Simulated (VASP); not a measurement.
The system is NbTe.

```
Te Nb
1.0
     3.70297    0.00000    0.00000
    -1.85149    3.20687    0.00000
     0.00000    0.00000    3.69421
Te Nb
1 1
Cartesian
  1.8515 1.0690 0.0000
  0.0000 0.0000 1.8471
```

The cell comes from a database or a generator and needn't be the stable form of this composition.

| Item | Value |
| --- | --- |
| Program | VASP 6.6.1 |
| Task | relaxation of cell and atoms |
| Functional | PBEsol |
| Potentials or basis | VASP PAW PBE potentials, release 64 (Te, Nb_sv) |
| Cutoff | 600 eV |
| k mesh | 8 × 8 × 6 |
| Occupations | fermi-dirac, width 0.05 eV |
| Spin | no spin polarisation |

At the start: pressure -5.4 GPa; volume 21.93 Å³/atom.

How do energy, volume and symmetry change on relaxing?

Over 12 steps the energy falls by 17.3 meV/atom and the volume is 20.94 Å³/atom (-4.5 %); space group P-6m2 (No. 187, to 0.05 Å).

The path:
| step | energy change (eV) | largest force (eV/Å) | pressure (GPa) | volume (Å³) |
| --- | --- | --- | --- | --- |
| 1 | 0.0000 | 0.0000 | -5.35 | 43.87 |
| 2 | 0.0453 | 0.0000 | 10.15 | 39.38 |
| 3 | -0.0327 | 0.0000 | -0.10 | 42.03 |
| 4 | -0.0327 | 0.0000 | -0.03 | 41.99 |
| 5 | -0.0327 | 0.0000 | 0.14 | 41.95 |
| 6 | -0.0344 | 0.0000 | 0.17 | 41.87 |
| 7 | -0.0346 | 0.0000 | 0.19 | 41.84 |
| 8 | -0.0346 | 0.0000 | 0.17 | 41.84 |
| 9 | -0.0346 | 0.0000 | 0.18 | 41.83 |
| 10 | -0.0346 | 0.0000 | 0.19 | 41.83 |
| 11 | -0.0345 | 0.0000 | -0.27 | 41.98 |
| 12 | -0.0346 | 0.0000 | 0.01 | 41.88 |

Final structure:
```yaml
crystal:
  lattice:
    - [3.62959, 0.00000, 0.00000]
    - [-1.81480, 3.14332, 0.00000]
    - [0.00000, 0.00000, 3.67120]
  atoms:
    - { symbol: Te, position: [0.66667, 0.33333, 0.00000] }
    - { symbol: Nb, position: [0.00000, 0.00000, 0.50000] }
```

Caveat: the PAW data sets were made with another functional, which shifts forces and pressure a little.
